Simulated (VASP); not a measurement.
Runs of VASP 6.6.1 on MnPtS3. It takes space group Pm-3m (No. 221, cubic). Conventional cell: a = 4.717 Å, b = 4.717 Å, c = 4.717 Å, α = 90.00°, β = 90.00°, γ = 90.00°. Around Mn (site symmetry m-3m) lie 12 S at 3.34 Å. Pt (site symmetry m-3m) has 6 S at 2.36 Å as nearest neighbours. S (site symmetry 4/mmm) has 2 Pt at 2.36 Å as nearest neighbours. The cell was built by a generator and needn't be a form met in nature.

| task | level | potentials or basis | U | cell | cutoff (eV) | smearing | gap on the mesh (eV) | pressure (GPa) | moment (μB) | relaxed volume (Å³/atom) |
| --- | --- | --- | --- | --- | --- | --- | --- | --- | --- | --- |
| relaxation of cell and atoms | PBE | VASP PAW PBE potentials, release 64 (Mn_pv, Pt, S) | - | relaxed | 600 | gaussian 0.05 eV | - | 0.0 | 4.31 | 20.94 |
| density of states | PBEsol+U | VASP PAW PBE potentials, release 64 (Mn_pv, Pt, S) | Mn d U = 2 eV, Pt d U = 3.5 eV | as given | 520 | gaussian 0.1 eV | none | -4.9 | 4.75 | - |
| relaxation of cell and atoms | PBEsol | VASP PAW PBE potentials, release 64 (Mn_pv, Pt, S) | - | relaxed | 600 | gaussian 0.05 eV | - | 0.0 | 4.34 | 20.10 |
| single point | LDA+U | VASP PAW LDA potentials, release 64 (Mn_pv, Pt, S) | Mn d U = 8 eV, Pt d U = 5 eV | as given | 520 | gaussian 0.05 eV | none | -7.0 | (a) | - |
| single point | PBE | VASP PAW PBE potentials, release 64 (Mn_pv, Pt, S) | - | as given | 520 | fermi-dirac 0.05 eV | none | (b) | 4.31 | - |

Alike in all rows: spin collinear, ferromagnetic start; k mesh 6 × 6 × 6.

Task: Estimate the missing entries.

Result: (a) 5.00; (b) -0.2.

Caveats: a cell with one magnetic atom can't hold antiferromagnetic order, which such compounds often take; the bands computed are all filled at some k points, so no gap is given (some runs); the PAW data sets were made with another functional, which shifts forces and pressure a little (some runs); semilocal functionals often make such compounds metallic where correlation or magnetic order opens a gap, which also shifts bond lengths (some runs).

A k mesh can miss the band edges, and the runs leave out spin-orbit coupling on Pt.

A gap of «none» marks a metal or a gap under the smearing width.
